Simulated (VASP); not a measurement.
An input for Quantum ESPRESSO's pw.x (written as the equivalent of a VASP run, and not itself run):

```
&CONTROL
  calculation = 'scf'
  pseudo_dir = './pseudo'
  outdir = './out'
  tprnfor = .true.
  tstress = .true.
/
&SYSTEM
  ibrav = 0
  nat = 2
  ntyp = 2
  ecutwfc = 88
  occupations = 'smearing'
  smearing = 'gaussian'
  degauss = 0.003675
  input_dft = 'pbe'
/
&ELECTRONS
  conv_thr = 7.3e-09
  electron_maxstep = 100
/
ATOMIC_SPECIES
  Be 9.012 Be.upf
  Se 78.971 Se.upf
CELL_PARAMETERS angstrom
     0.0000000    2.5905059    2.5905059
     2.5905059    0.0000000    2.5905059
     2.5905059    2.5905059    0.0000000
ATOMIC_POSITIONS crystal
  Be   0.0000000  0.0000000  0.0000000
  Se   0.2500000  0.2500000  0.2500000
K_POINTS automatic
  8 8 8 0 0 0
```

**Question.** Write the VASP files for the same calculation (PBE).

**Answer.** This is not unique; one that fits is 
KPOINTS:
```
Automatic mesh
0
Gamma
8 8 8
0 0 0
```

### INCAR
```
# general
SYSTEM  = BeSe
PREC    = Accurate
ENCUT   = 480
LREAL   = .FALSE.
LASPH   = .TRUE.

# electronic loop
EDIFF   = 1E-7
NELM    = 100
ALGO    = Normal
LMAXMIX = 4

# smearing
ISMEAR  = 0
SIGMA   = 0.05

# functional
GGA     = PE

# ions
ISIF    = 2

# output
LWAVE   = .FALSE.
LCHARG  = .FALSE.
```

### POSCAR
```
BeSe
1
    0.0000000000     2.5905058655     2.5905058655
    2.5905058655     0.0000000000     2.5905058655
    2.5905058655     2.5905058655     0.0000000000
Be Se
1 1
Direct
  0.0000000000   0.0000000000   0.0000000000
  0.2500000000   0.2500000000   0.2500000000
```

POTCAR, in this order: Be Se (PBE.64 set). Program: vasp_std.

The two are equivalent in intent, not identical: the potentials are each code's own (VASP's PAW set, PseudoDojo norm-conserving files in pw.x), so ENCUT and ecutwfc are chosen apart and not converted; conv_thr bounds pw.x's estimated SCF error, while EDIFF bounds the energy change between steps.

The compound is BeSe in the zinc blende structure. It was relaxed first.
